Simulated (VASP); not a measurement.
Output of a VASP run:

### OUTCAR
```
 ion  position               nearest neighbor table
   1  0.667  0.333  0.500-   4 1.97   4 1.97   4 1.97   3 1.97
   2  0.333  0.667  0.000-   3 1.97   3 1.97   3 1.97   4 1.97
   3  0.667  0.333  0.877-   2 1.97   2 1.97   2 1.97   1 1.97
   4  0.333  0.667  0.377-   1 1.97   1 1.97   1 1.97   2 1.97
  LATTYP: Found a hexagonal cell.
 ALAT       =     3.2191529263
 C/A-ratio  =     1.6276389288
 Subroutine PRICEL returns:
 Original cell was already a primitive cell.
 Subroutine GETGRP returns: Found 12 space group operations
The static configuration has the point symmetry C_3v.
 The point group associated with its full space group is C_6v.
The dynamic configuration has the point symmetry C_3v.
 Subroutine INISYM returns: Found 12 space group operations
 Subroutine IBZKPT returns following result:
 Found     21 irreducible k-points:

 Following reciprocal coordinates:
            Coordinates               Weight
  0.000000  0.000000  0.000000      1.000000
  0.166667  0.000000  0.000000      6.000000
  0.333333 -0.000000  0.000000      6.000000
  0.500000  0.000000  0.000000      3.000000
  0.166667  0.166667  0.000000      6.000000
  0.333333  0.166667  0.000000     12.000000
  0.333333  0.333333  0.000000      2.000000
  0.000000  0.000000  0.250000      2.000000
  0.166667  0.000000  0.250000     12.000000
  0.333333 -0.000000  0.250000     12.000000
  0.500000  0.000000  0.250000      6.000000
  0.166667  0.166667  0.250000     12.000000
  0.333333  0.166667  0.250000     24.000000
  0.333333  0.333333  0.250000      4.000000
  0.000000  0.000000  0.500000      1.000000
  0.166667  0.000000  0.500000      6.000000
  0.333333 -0.000000  0.500000      6.000000
  0.500000  0.000000  0.500000      3.000000
  0.166667  0.166667  0.500000      6.000000
  0.333333  0.166667  0.500000     12.000000
  0.333333  0.333333  0.500000      2.000000
 Subroutine IBZKPT_HF returns following result:
   k-points           NKPTS =     21   k-points in BZ     NKDIM =    144   number of bands    NBANDS=     22
   number of dos      NEDOS =    301   number of ions     NIONS =      4
   total plane-waves  NPLWV =  23040
   dimension x,y,z NGX =    24 NGY =   24 NGZ =   40
   dimension x,y,z NGXF=    48 NGYF=   48 NGZF=   80
   ions per type =               2   2
   PREC   = accura    normal or accurate (medium, high low for compatibility)
   ISTART =      1    job   : 0-new  1-cont  2-samecut
   ICHARG =      0    charge: 1-file 2-atom 10-const
   ISPIN  =      1    spin polarized calculation?
   LNONCOLLINEAR =      F non collinear calculations
   LSORBIT =      F    spin-orbit coupling
   INIWAV =      1    electr: 0-lowe 1-rand  2-diag
   ENCUT  =  520.0 eV  38.22 Ry    6.18 a.u.   5.99  5.99  9.74*2*pi/ulx,y,z
   NELM   =     60;   NELMIN=  2; NELMDL=  0     # of ELM steps
   EDIFF  = 0.1E-05   stopping-criterion for ELM
   LREAL  =      F    real-space projection
   NLSPLINE    = F    spline interpolate recip. space projectors
   LMAXMIX     =    4 max onsite mixed and CHGCAR
   VOSKOWN=      0    Vosko Wilk Nusair interpolation
   EDIFFG = 0.1E-04   stopping-criterion for IOM
   NSW    =      0    number of steps for IOM
   NBLOCK =      1;   KBLOCK =      1    inner block; outer block
   IBRION =     -1    ionic relax: 0-MD 1-quasi-New 2-CG
   NFREE  =      0    steps in history (QN), initial steepest desc. (CG)
   ISIF   =      2    stress and relaxation
   ISYM   =      3    0-nonsym 1-usesym 2-fastsym
   TEIN   =    0.0    initial temperature
   TEBEG  =    0.0;   TEEND  =   0.0 temperature during run
   SMASS  =  -3.00    Nose mass-parameter (am)
   PSTRESS=    0.0 pullay stress
   NELECT =      36.0000    total number of electrons
   EFERMI =   0.00;   METHOD = LEGACY
   ISMEAR =     0;   SIGMA  =   0.05  broadening in eV -4-tet -1-fermi 0-gaus
   IALGO  =     38    algorithm
   LDIAG  =      T    sub-space diagonalisation (order eigenvalues)
   IMIX   =      1    mixing-type and parameters
     AMIX     =   0.40;   BMIX     =  1.00
...
```

**OSZICAR**
```
       N       E                     dE             d eps       ncg     rms          rms(c)
DAV:   1    -0.295556127334E+02   -0.29556E+02   -0.13067E+00  1360   0.327E+01    0.783E-01
DAV:   2    -0.295563233184E+02   -0.71059E-03   -0.15113E-01  1386   0.760E+00    0.584E-01
DAV:   3    -0.295530231618E+02    0.33002E-02   -0.18323E-02  1406   0.266E+00    0.355E-01
DAV:   4    -0.295525967233E+02    0.42644E-03   -0.45955E-03  1326   0.711E-01    0.169E-01
DAV:   5    -0.295523900336E+02    0.20669E-03   -0.26153E-04  1182   0.164E-01    0.947E-02
DAV:   6    -0.295523127643E+02    0.77269E-04   -0.36846E-05  1224   0.612E-02    0.538E-02
DAV:   7    -0.295522853585E+02    0.27406E-04   -0.96056E-06  1060   0.301E-02    0.309E-02
DAV:   8    -0.295522755924E+02    0.97661E-05   -0.35821E-06   950   0.187E-02    0.179E-02
DAV:   9    -0.295522721616E+02    0.34309E-05   -0.14223E-06   624   0.125E-02    0.108E-02
DAV:  10    -0.295522708667E+02    0.12948E-05   -0.78028E-07   498   0.861E-03    0.656E-03
DAV:  11    -0.295522703982E+02    0.46850E-06   -0.28047E-07   492   0.623E-03
   1 F= -.29552270E+02 E0= -.29552270E+02  d E =-.176321E-16
       N       E                     dE             ncg
```

**OUTCAR**
```
------------------------ aborting loop because EDIFF is reached ----------------------------------------
  FORCE on cell =-STRESS in cart. coord.  units (eV):
  Direction    XX          YY          ZZ          XY          YZ          ZX
  --------------------------------------------------------------------------------------
  Total       -1.8088772     -1.8088771     -1.8544212      0.0000000      0.0000000      0.0000000
  in kB      -61.6319818    -61.6319801    -63.1837542      0.0000000      0.0000000      0.0000000
  external PRESSURE =     -62.1492387 kB  Pullay stress =       0.0000000 kB
  volume of cell :       47.02
      direct lattice vectors                 reciprocal lattice vectors
     1.609576480 -2.787868203  0.000000000     0.310640722 -0.179348507  0.000000000
     1.609576480  2.787868203  0.000000000     0.310640722  0.179348507  0.000000000
     0.000000000  0.000000000  5.239618621     0.000000000  0.000000000  0.190853585
  FREE ENERGIE OF THE ION-ELECTRON SYSTEM (eV)
  ---------------------------------------------------
  free  energy   TOTEN  =       -29.5522703982 eV

  energy  without entropy=      -29.5522703982  energy(sigma->0) =      -29.55227040

  exchange ACFDT corr.  =         0.00000000  see jH, gK, PRB 81, 115126
```
(Selected blocks of OUTCAR.)

POSCAR:
```
GaN
1
    1.6095764801    -2.7878682031     0.0000000000
    1.6095764801     2.7878682031     0.0000000000
    0.0000000000     0.0000000000     5.2396186207
Ga N
2 2
Direct
  0.6666670000   0.3333330000   0.5000411912
  0.3333330000   0.6666670000   0.0000411912
  0.6666670000   0.3333330000   0.8769588088
  0.3333330000   0.6666670000   0.3769588088
```

Q: Write an INCAR and KPOINTS that could have produced this output.

A: One answer among several that fit: the input of the run itself, HSE06 screened hybrid, plane waves, VASP's PBE PAW potentials (set 64).

KPOINTS:
```
Automatic mesh
0
gamma
  6 6 4
```

### INCAR
```
SYSTEM  =  GaN
PREC  =  Accurate; ENCUT  =  520; LREAL  =  F
LASPH  =  T; ISYM  =  3
EDIFF  =  1E-6; NELM  =  60; ALGO  =  Normal
LMAXMIX  =  4
ISMEAR  =  0; SIGMA  =  0.05
GGA  =  PE; LHFCALC  =  T; AEXX  =  0.25
HFSCREEN  =  0.2; PRECFOCK  =  Fast
ISIF  =  2
LWAVE  =  F; LCHARG  =  F
```

**KPOINTS_OPT**
```
named points and PBE's band edges
7
Reciprocal
  0.000000   0.000000   0.000000 1 ! GAMMA
  0.000000   0.000000   0.500000 1 ! A
 -0.333330   0.666670   0.000000 1 ! K
 -0.333330   0.666670   0.500000 1 ! H
  0.000000   0.500000   0.000000 1 ! M
  0.000000   0.500000   0.500000 1 ! L
  0.000000   0.055560   0.000000 1 ! near an edge
```

POTCAR, in this order: Ga_d N (PBE.64 set). Program: vasp_std. Read from the step before: WAVECAR.

The compound is GaN in the wurtzite structure. It was relaxed first.
